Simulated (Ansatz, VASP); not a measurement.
## One calculation of BaScO2F, two programs

File INCAR:

```
ALGO     = Normal         # electronic algorithm
EDIFF    = 1E-6           # SCF threshold, eV
ENCUT    = 520            # plane-wave cutoff, eV
GGA      = CA             # functional
ISIF     = 2              # what is computed and relaxed
ISMEAR   = 0              # smearing method
LASPH    = T              # aspherical terms in the spheres
LCHARG   = F              # write CHGCAR
LREAL    = F              # projectors in reciprocal space
LWAVE    = F              # write WAVECAR
NBANDS   = 28             # bands
NELM     = 80             # most SCF steps
PREC     = Accurate       # precision mode
SIGMA    = 0.05           # smearing width, eV
```

KPOINTS

```
k-points
0
Gamma
  6 6 6
```

Contents of POSCAR:

```
BaScO2F
1.0
    4.2069470000      0.0000000000      0.0000000000
    0.0000000000      4.2069470000      0.0000000000
    0.0000000000      0.0000000000      4.3798695200
Ba Sc O F
1 1 2 1
Direct
    0.5000000000      0.5000000000      0.5000000000
    0.0000000000      0.0000000000      0.0000000000
    0.5000000000      0.0000000000      0.0000000000
    0.0000000000      0.5000000000      0.0000000000
    0.0000000000      0.0000000000      0.5000000000
```

Input for Ansatz:

```yaml
crystal:
  lattice:
    - [4.206947, 0.0, 0.0]
    - [0.0, 4.206947, 0.0]
    - [0.0, 0.0, 4.37986952]
  atoms:
    - { symbol: Ba, position: [0.5, 0.5, 0.5] }
    - { symbol: Sc, position: [0.0, 0.0, 0.0] }
    - { symbol: O, position: [0.5, 0.0, 0.0] }
    - { symbol: O, position: [0.0, 0.5, 0.0] }
    - { symbol: F, position: [0.0, 0.0, 0.5] }
basis:
  ecutwfc: 420
kpoints:
  mp_grid: { grid: [6, 6, 6] }
hamiltonian:
  xc: lda
scf:
  occupations: { method: gaussian, width: 0.05 }
output:
  forces: true
  stress: true
  eigenvalues: true
```

Change from the starting cell: strain +0.0400 x Voigt [0, 0, 1, 0, 0, 0], atoms carried along.

Alike in both runs: task single point; functional LDA; k mesh 6 × 6 × 6; occupations gaussian, width 0.05 eV; no spin polarisation.

|  | VASP | Ansatz |
| --- | --- | --- |
| version | VASP 6.6.1 | Ansatz 0.2.0 |
| potentials or method | VASP PAW LDA potentials, release 64 (Ba_sv, Sc_sv, O, F) | scalar-relativistic, plane waves, PAW |
| plane-wave cutoff (eV) | 520 | 420 |
| valence electrons in the cell | 40 | 40 |

VASP gave:

```
gap on the k mesh at the Fermi level (eV)       : 2.71
least direct gap on the mesh (eV)               : 3.14
pressure (GPa)                                  : -11.6
largest component of the traceless stress (GPa) : 3.28
```

Problem. Which values does Ansatz return?

Solution. gap on the k mesh at the Fermi level (eV): 2.77; least direct gap on the mesh (eV): 3.20; pressure (GPa): -12.7; largest component of the traceless stress (GPa): 3.17.

Caveats: spin-orbit coupling is left out, which moves the levels of the heavy elements. A k mesh can miss the band edges.
